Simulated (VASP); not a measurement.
Given:

```
CELL_PARAMETERS angstrom
      2.43238    -4.21301     0.00000
      2.43238     4.21301     0.00000
      0.00000     0.00000     7.94668
ATOMIC_POSITIONS crystal
  Ag 0.66667 0.33333 0.50014
  Ag 0.33333 0.66667 0.00014
  I  0.66667 0.33333 0.87486
  I  0.33333 0.66667 0.37486
```

Calculation: revPBE GGA, VASP's PBE PAW potentials (set 64) (plane waves; VASP 6.6.1). Settings: 520 eV cut-off, 6×6×3 Γ-centred mesh, Gaussian smearing of 0.050 eV, potentials Ag I.

Unless said otherwise, spin-orbit coupling is left out, though it shifts the bands of the heavy elements here.

Question: Estimate the energy per atom (σ→0), pressure, band gap (on the k-mesh) with the smallest direct gap where there is one.

Answer: 
The band gap (on the k-mesh) is 1.53 eV. The smallest direct gap (on the k-mesh) is 1.53 eV and the energy per atom (σ→0) comes out as -2100 meV/atom. The pressure is -1.07 GPa.

The compound is AgI in the wurtzite structure. This cell is one point of a volume scan, at 1.06 of the reference volume.
